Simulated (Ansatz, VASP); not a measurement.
## SnPb3O4 in VASP and in Ansatz

```
Sn Pb O
1.0
     4.00624    0.00000    0.00000
     0.00000    4.00624    0.00000
     0.00000    0.00000   10.79070
Sn Pb O
1 3 4
Direct
  0.50000 0.50000 0.39182
  0.00000 0.00000 0.11758
  0.00000 0.00000 0.60667
  0.50000 0.50000 0.89373
  0.00000 0.50000 0.00321
  0.00000 0.50000 0.49189
  0.50000 0.00000 0.00321
  0.50000 0.00000 0.49189
```

Alike in both runs: functional PBE; k mesh 4 × 4 × 2; occupations gaussian, width 0.1 eV; no spin polarisation.

Ansatz relaxed the structure, and its values are those at the end. VASP's run is a single point on that final structure, the one shown.

|  | VASP | Ansatz |
| --- | --- | --- |
| version | VASP 6.6.1 | Ansatz 0.2.0 |
| potentials or method | VASP PAW PBE potentials, release 64 (Sn_d, Pb_d, O) | scalar-relativistic, plane waves, PAW |
| plane-wave cutoff (eV) | 520 | 420 |
| valence electrons in the cell | 80 | 80 |

|  | VASP | Ansatz | Ansatz less VASP |
| --- | --- | --- | --- |
| gap on the k mesh at the Fermi level (eV) | 1.45 | 1.44 | -0.007 |
| least direct gap on the mesh (eV) | 1.74 | 1.76 | +0.021 |
| pressure (GPa) | 0.1 | 0.1 | -0.07 |
| rms of the force components (eV/Å) | 0.023 | 0.008 | -0.0152 |

The functional is the same, so the differences come from potentials, cutoffs and numerics.

Caveats: spin-orbit coupling is left out, which as a rule narrows the gap of such compounds by several tenths of an eV. Expect the measured gap to be larger: semilocal functionals such as PBE lack the derivative discontinuity. A k mesh can miss the band edges.
